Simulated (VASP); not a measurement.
InP (zinc blende):

```
InP
1.0
    0.00000     2.93500     2.93500
    2.93500     0.00000     2.93500
    2.93500     2.93500     0.00000
In P
1 1
Cartesian
  0.00000   0.00000   0.00000
  1.46750   1.46750   1.46750
```

The lowest empty band near Γ, direction [100], from PBE with spin-orbit coupling in VASP (PAW); its two spin partners are averaged. The gap over the points computed is 0.66 eV, and the next band on that side lies 3.10 eV away at the edge.

Settings: 400 eV cut-off, 9×9×9 Γ-centred mesh, Gaussian smearing of 0.050 eV, potentials In_d P.

```csv
distance from the edge in k (1/Å),distance in energy (meV)
0.012,10.0
0.018,22.2
0.025,41.6
0.035,77.6
0.050,145.3
0.070,251.8
```

**Question.** Fit E(1 + αE) = ħ²k²/2m* (ħ²/2m0 = 3.810 eV Å²) and predict the row at 0.095 1/Å.

**Answer.** Least squares on the energies gives the electron mass m* = 0.054 m0 and α = 1.49 per eV, and so 399.7 meV. The run gave 399.3 meV, -0.4 meV from the fit. So light an electron mass at Γ scales with the gap, and carries this level's error in it.

Left out are points under 3 meV from the edge, since the levels carry 0.1 meV, and points farther than half the way to the next band.

The compound is InP in the zinc blende structure. The cell was not relaxed at this level.
